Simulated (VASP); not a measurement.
Input:

```xyz
2
Lattice="0.0000 1.8066 1.8066 1.8066 0.0000 1.8066 1.8066 1.8066 0.0000" Properties=species:S:1:pos:R:3 pbc="T T T"
B      0.0000     0.0000     0.0000
N      2.7099     2.7099     2.7099
```

These are r2SCAN meta-GGA, VASP's PBE PAW potentials (set 64) (plane waves; VASP) values and carry that method's errors. Numerical set-up: 520 eV cut-off, 14×14×14 Γ-centred mesh, tetrahedra with Blöchl corrections, potentials B N.

Problem. What does the run give for the energy per atom (σ→0), band gap (over mesh and band path) with the smallest direct gap where there is one?

Solution. 
```
Quantity                                               Result
---------------------------------------------  --------------
band gap (over mesh and band path)                    4.98 eV
smallest direct gap (over mesh and band path)         9.53 eV
energy per atom (σ→0)                          -9.586 eV/atom
```

Total energies compare only between runs with the same potentials, cut-off and functional.

The structure comes from a computed database's BN entry (F-43m); how it stands against other phases isn't given here. It was relaxed first.
